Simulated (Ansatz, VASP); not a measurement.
## SiC (Moissanite 3C) in two plane-wave programs

Aim: how closely do two programs agree when they are given the same cell, functional and k mesh? The cell is taken from a series of runs on this material, whose earlier steps may have relaxed, scaled, displaced or heated it; both programs get it as it stands.

Program: Ansatz 0.2.0. Level of theory: plane waves, with VASP 6.6.1 beside it; PBE0 form with 30 % exact exchange with an exact-exchange share of 0.3. Results are calculated unless marked as measured.

### Step 1. Set-up

The structure is cubic, space group F-43m (No. 216). The conventional cell has a = 4.358 Å, b = 4.358 Å, c = 4.358 Å, α = 90.00°, β = 90.00°, γ = 90.00°. Nearest to Si lie 4 C at 1.89 Å. Nearest to C lie 4 Si at 1.89 Å. Farther neighbours are not listed.

### Step 2. Ansatz: G0W0 gap, PBE0 form with 30 % exact exchange with an exact-exchange share of 0.3

Ansatz runs on its PAW soft_1 files.

Quasiparticle shifts depend on high empty states and on the cores, so they are the hardest test of two PAW sets.

Input file input.yaml:

```yaml
crystal:
  lattice:
    - [0.0, 2.179, 2.179]
    - [2.179, 0.0, 2.179]
    - [2.179, 2.179, 0.0]
  atoms:
    - { symbol: Si, position: [0.0, 0.0, 0.0] }
    - { symbol: C, position: [0.25, 0.25, 0.25] }
kpoints:
  mp_grid: { grid: [8, 8, 8] }
hamiltonian:
  xc: { exchange: pbe, correlation: pbe, exx: { coeff: 0.3 } }
  pseudopotentials: { kind: paw, azcp: { folder: soft_1 } }
scf:
  occupations: { method: fixed }
gw:
  n_empty_bands: 86
  ecut_chi: 150.0
  qp_bands: [v2, c2]
  qp_kpoints: band_edges
  screening: { model: contour_deformation }
```

Launch:

```sh
$ ansatz run input.yaml --threads 3 --pin off --max-ram 92160MiB --backend cuda --events-out ev --progress --plain --runs-dir out --devices 1 --max-vram 13GiB
```

Numbers of over 12 decimals in the logs are rounded to 6 here.

Output:

```text
GPUs: using 1 of 1 available (devices: 1).
Engine: ansatz 0.2.0, x86_64-unknown-linux-gnu
Pseudopotentials: kind: paw
Pseudopotential: Si, paw, valence charge 4, recommended cutoff 420 eV (normal), soft_1/Si.paw.azcp
Pseudopotential: C, paw, valence charge 4, recommended cutoff 420 eV (normal), soft_1/C.paw.azcp
Functional definition: unnamed
  parameter a_1 = 0.3
  exchange = (1 - a_1)*pbe_x + a_1*exact_x
  correlation = pbe_c
davidson cushion auto → on  (no smearing: the cushion is to keep the highest requested band from converging to the state above it; pin scf.eigensolver.cushion to override)
device memory: the entry about to start is reckoned to put 0.4 GiB on a device that reports 42.0 GiB free (of which the cap on the GPU budget leaves the run 13.0 GiB)
GPU FFT provider: cuFFT
GPU libraries: cuBLAS 13.8.2, cuFFT 12.4.0, cuSOLVER 12.3.4
Crystal: 2 atoms, lattice volume = 20.692 Å³
Basis set: ecut = 420 eV, 411 PW (Γ)
Bands: 8, of which v1, the nominal top of the filled ones, is band 4 counted from 1 (3 counted from 0)
Symmetry: 24 space group operations
Space group: F-43m (ITA 216), of the structure as read, at distance tolerance 2.7e-5 Å
k-points: 29 of 512 (time reversal used)
Non-local potential: Si, projectors of the file, l = 0: 2, l = 1: 2, l = 2: 1
Non-local potential: C, projectors of the file, l = 0: 2, l = 1: 2, l = 2: 1
PAW form: soft (Blöchl's): semilocal exchange-correlation on the pseudo side does not see the compensation charge
PAW frozen core: Si, regenerated for the run's functional, and the local potential with it (the file was generated under x = pbe(κ = 0.804, μ = 0.219515), c = pbe(β = 0.066725))
PAW frozen core: C, regenerated for the run's functional, and the local potential with it (the file was generated under x = pbe(κ = 0.804, μ = 0.219515), c = pbe(β = 0.066725))
PAW one-centre angular grid: Si, 110 points (default); XC on 64 Gauss nodes
PAW one-centre angular grid: C, 110 points (default); XC on 64 Gauss nodes
Initial density: superposition of atomic densities (chi_scale 0.1, normalization cell, long waves kept (reshape's long-wave potential 0.00 eV rms))
Initial wavefunctions: pseudopotential atomic-orbital guess
GPU buffer pool allocated for 13824 grid points (all kernels)
GPU transforms: local potential and band sums: pruned to the plane-wave sphere, on 24×24×24
Functional: x = pbe(κ = 0.804, μ = 0.219515), c = pbe(β = 0.066725), warm-up for x = 0.7 pbe(κ = 0.804, μ = 0.219515) + 0.3 exact, c = pbe(β = 0.066725)
SCF iter   1: F=—  HF=-888.656239 eV  |F-HF|=—  |Δ(HF+E_count)|=         —  Δρ=1.39e-1  dr2=4.87e0  ethr=1.00e-1  ⟨swp⟩=4.2  Hψ=915  notcnv=0
preconditioner: auto → none  [insulator: Δε(μ)=3.272 eV  Ē_g=14.748 eV  n_scr=0 (ndim 8)  ℏωp=23.1 eV  f_vac=0.000]
iter 2 solved again at ethr=3.79e-3 eV; its pass at ethr=6.08e-2 eV (dr2=3.03e-1 eV) is discarded
SCF iter   2: F=—  HF=-887.231603 eV  |F-HF|=—  |Δ(HF+E_count)|=    1.42e0  Δρ=4.91e-2  dr2=3.06e-1  ethr=3.79e-3  ⟨swp⟩=2.3  Hψ=1214  notcnv=0
SCF iter   3: F=—  HF=-887.155603 eV  |F-HF|=—  |Δ(HF+E_count)|=   7.60e-2  Δρ=2.00e-2  dr2=4.14e-2  ethr=3.79e-3  ⟨swp⟩=2.0  Hψ=580  notcnv=0
SCF iter   4: F=—  HF=-887.154802 eV  |F-HF|=—  |Δ(HF+E_count)|=   8.01e-4  Δρ=1.61e-3  dr2=6.59e-4  ethr=5.17e-4  ⟨swp⟩=2.5  Hψ=596  notcnv=0
SCF iter   5: F=-887.154771 eV  HF=-887.154769 eV  |F-HF|=1.85e-6  |Δ(HF+E_count)|=   3.34e-5  Δρ=1.36e-4  dr2=1.75e-6  ethr=8.23e-6  ⟨swp⟩=3.7  Hψ=790  notcnv=0
SCF 1 stopped early in 5 iterations: F = -887.154771 eV  dr2 = 1.75e-6
  greatest PAW one-centre occupation: 0.647 electrons in one spin orbital (limit 2), on the C atom at site 1 (counted from 0), in its partial waves of l = 0
device memory: the entry about to start is reckoned to put 1.1 GiB on a device that reports 42.0 GiB free (of which the cap on the GPU budget leaves the run 13.0 GiB)
GPU FFT provider: cuFFT
GPU libraries: cuBLAS 13.8.2, cuFFT 12.4.0, cuSOLVER 12.3.4
Initial density: handed on by an earlier stage of this run
Initial wavefunctions: those handed on with the density
GPU buffer pool allocated for 13824 grid points (all kernels)
GPU transforms: local potential and band sums: pruned to the plane-wave sphere, on 24×24×24
Functional: x = 0.7 pbe(κ = 0.804, μ = 0.219515) + 0.3 exact, c = pbe(β = 0.066725)
Exchange kernel: α = 0.3000, full range, Wigner–Seitz truncation, v(0) = 16722.1931 eV·Å³, q-mesh 8×8×8, nearest image of the exchange supercell L = 24.65 Å, pair-density grid 12×12×12, without the augmentation charges, whose exchange is taken in its separable form by FFT convolution over the k-point mesh (sized by the pseudopotential files, 18×18×18 at the most), smooth part of the exact exchange by density-matrix convolution in up to 1.82 GiB of GPU memory as planned if the GPU has room (build and FFT work areas not counted)
Frozen-core exchange: fock
[...]
Frozen-core exchange: fock
SCF iter   1: F=—  HF=-888.205053 eV  |F-HF|=—  |Δ(HF+E_count)|=         —  Δρ=3.28e-5  dr2=1.10e-7  ethr=9.91e-7  ⟨swp⟩=2.0  Hψ=580  notcnv=0
preconditioner: auto → none  [insulator: Δε(μ)=3.276 eV  Ē_g=17.343 eV  n_scr=0 (ndim 8)  ℏωp=23.1 eV  f_vac=0.000]
iter 2 solved again at ethr=8.09e-11 eV; its pass at ethr=1.07e-9 eV (dr2=6.47e-9 eV) is discarded
[...]
Exchange-term sweep: 24 of 29 (spin, k) points
Exchange-term sweep: 25 of 29 (spin, k) points
Exchange-term sweep: 27 of 29 (spin, k) points
Exchange-term sweep: 28 of 29 (spin, k) points
Exchange-term sweep: 29 of 29 (spin, k) points
G₀W₀ screening: q 1/29
[... further progress lines ...]
hybrid SCF converged: 2 outer / 8 inner (+5 warm-up), last move |dexx| = 1.56e-7 eV, tail = 6.88e-8 eV
Stability not checked: this state was not tested for a lower state beside it, because the functional holds exact exchange (a hybrid, or Hartree-Fock), whose exchange loop this test does not read (fock_operator; see scf.lower_state_search)
Free energy (F): -888.205054 eV
Frozen-core exchange: fock
Harris-Foulkes:  -888.205054 eV  (|F-HF|=4.61e-9)
Internal energy: -888.205054 eV  (E = F + TS)
E sigma→0 (E₀):  -888.205054 eV
Fermi energy:    8.298702 eV
--- Per-component energies (eV) ---
  E_band       = 13.239125
  E_kinetic    = 133.504509
  E_local      = -94.514010  (includes V_loc(G=0)·N_el)
  E_nonlocal   = 43.880676
  E_hartree    = 31.949457
  E_xc         = -77.289604
  E_vxc        = -79.766145  (∫ρ·V_xc dr)
  E_exx        = -22.203321  (= α·E_x^exact, valence–valence)
  E_paw        = -618.660512  (= ΣΔE_a)
  E_vpaw       = -9.357891  (= ΣTr[D̂ρ^β])
  E_aug_tail   = 0.000051  (compensation charges beyond the density's cutoff)
  E_ewald      = -284.783780
  E_core_change = -0.088519  (= ΣΔE_core)
  E_smearing   = -0.000000  (= −TS)
  E_closure    = -0.000000  (closes the sum)
  Σ components = -888.205054   (vs F -888.205054, Δ=0.00e0)
--- Band table (eV; the first three rows and the last of 29) ---
  k-point 0: bands = ["-9.0619", "8.2987", "8.2987", "8.2987", "16.9624", "18.0513"]
  k-point 1: bands = ["-8.7256", "6.6467", "8.0757", "8.0757", "17.1802", "18.4472"]
  k-point 2: bands = ["-7.7428", "3.4704", "7.6210", "7.6210", "16.6464", "18.7128"]
  k-point 28: bands = ["-3.3225", "0.4351", "2.7128", "3.1230", "15.7670", "20.4217"]
  guard bands above this table: 2 of the run's 8 bands. The solve was not asked for them (output.publish_guard_bands: true or output.eigenvalues: true publishes all)
--- G₀W₀: contour deformation, 6 samples at zero and on the imaginary axis and 3 off it, 512 q-points, 86 empty bands' worth ---
  eigenvalues of the whole cell's RPA ε∞ on this k-mesh (on a slab, of 1 + 4πα/V) = 4.9656, 4.9656, 4.9656; static W/v taken at q = 0 is 0.201385
  bands read: the sum over 90 bands ends inside a degenerate multiplet in 5 slots, whose members it reads at an even weight; the widest, k=1: bands 90 to 91 (counted from 1) at 1/2 each
  gw.qp_kpoints: band_edges: 12 of 29 stored k-points solved, in 1 pass; an edge of the gap read off the rows below is read off those points alone
    valence top: of the k-points left out ik 6 came nearest to being solved in a further pass, in band 4 (counted from 1, as in the quasiparticle table): it holds the edge there only if its correction is more favourable than any solved in that band by at least 1.095 eV; those differ by 0.003 eV
    conduction bottom: of the k-points left out ik 18 came nearest to being solved in a further pass, in band 5 (counted from 1, as in the quasiparticle table): it holds the edge there only if its correction is more favourable than any solved in that band by at least 0.938 eV; those differ by 0.061 eV
    ik  band        ε_KS         Σx   Σc(E_QP)       V_xc       Z   E_QP_lin       E_QP  E_QP is
     0     3      8.2987   -18.3824     1.7257   -16.8721  0.8266     8.5139     8.5141  root
     0     4      8.2987   -18.3824     1.7257   -16.8721  0.8266     8.5139     8.5141  root
     0     5     16.9624    -9.3048    -4.8340   -13.8719  0.8216    16.6960    16.6956  root
     0     6     18.0513    -8.0042    -4.6978   -12.5340  0.8341    17.8835    17.8833  root
     1     3      8.0757   -18.3990     1.7656   -16.8483  0.8261     8.2905     8.2907  root
     1     4      8.0757   -18.3990     1.7656   -16.8483  0.8261     8.2905     8.2907  root
     1     5     17.1802    -8.6853    -4.7359   -13.1829  0.8278    16.9422    16.9418  root
     1     6     18.4472    -7.9168    -4.8032   -12.5398  0.8307    18.2672    18.2670  root
     2     3      7.6210   -18.4835     1.8626   -16.8355  0.8247     7.8354     7.8356  root
     2     4      7.6210   -18.4835     1.8626   -16.8355  0.8247     7.8354     7.8356  root
     2     5     16.6464    -8.6606    -4.5790   -13.0243  0.8341    16.4314    16.4311  root
     2     6     18.7128    -7.3554    -4.8790   -12.0291  0.8289    18.5077    18.5074  root
     3     3      7.2509   -18.5933     1.9511   -16.8559  0.8234     7.4644     7.4647  root
     3     4      7.2509   -18.5933     1.9511   -16.8559  0.8234     7.4644     7.4647  root
     3     5     16.2068    -8.8607    -4.4958   -13.1478  0.8363    15.9983    15.9981  root
     3     6     18.2157    -6.8134    -4.7611   -11.3610  0.8337    18.0024    18.0021  root
     4     3      7.1156   -18.6420     1.9851   -16.8705  0.8229     7.3290     7.3293  root
     4     4      7.1156   -18.6420     1.9851   -16.8705  0.8229     7.3290     7.3293  root
     4     5     16.0571    -8.9525    -4.4688   -13.2152  0.8368    15.8512    15.8509  root
     4     6     17.9311    -6.6845    -4.7013   -11.1725  0.8360    17.7181    17.7177  root
     5     3      7.5235   -18.3085     1.8636   -16.6583  0.8247     7.7367     7.7369  root
     5     4      7.5235   -18.3085     1.8636   -16.6583  0.8247     7.7367     7.7369  root
     5     5     16.8063    -7.8129    -4.5488   -12.1455  0.8367    16.5904    16.5901  root
     5     6     18.0657    -9.0543    -4.9590   -13.7908  0.8190    17.8435    17.8431  root
[...]
17     3      5.0959   -18.5241     2.4004   -16.3376  0.8145     5.3096     5.3099  root
    17     4      5.0959   -18.5241     2.4004   -16.3376  0.8145     5.3096     5.3099  root
    17     5     12.3709    -6.9183    -3.9055   -10.5928  0.8491    12.1400    12.1398  root
    17     6     15.2970    -7.1688    -4.2097   -11.1786  0.8500    15.0971    15.0969  root
    20     3      4.7274   -18.5809     2.4830   -16.3126  0.8125     4.9418     4.9421  root
    20     4      4.7274   -18.5809     2.4830   -16.3126  0.8125     4.9418     4.9421  root
    20     5     11.5740    -6.9405    -3.7605   -10.4735  0.8505    11.3467    11.3465  root
    20     6     14.7660    -7.3148    -4.1316   -11.2464  0.8515    14.5661    14.5659  root
```

[end of part 1 of 2]

[Lines on the potential files, build, host, timing and source positions are cut from VASP's logs without a mark.]

[Logs are printed without paths, hosts, clocks, repeated set-up lines and the standing remarks that a program may print on its own settings, such as how far it seeks lower states.]

[Hosts, paths, dates, database ids (printed as entryN), source tags and the programs' standing remarks are cut or masked in the printed files.]
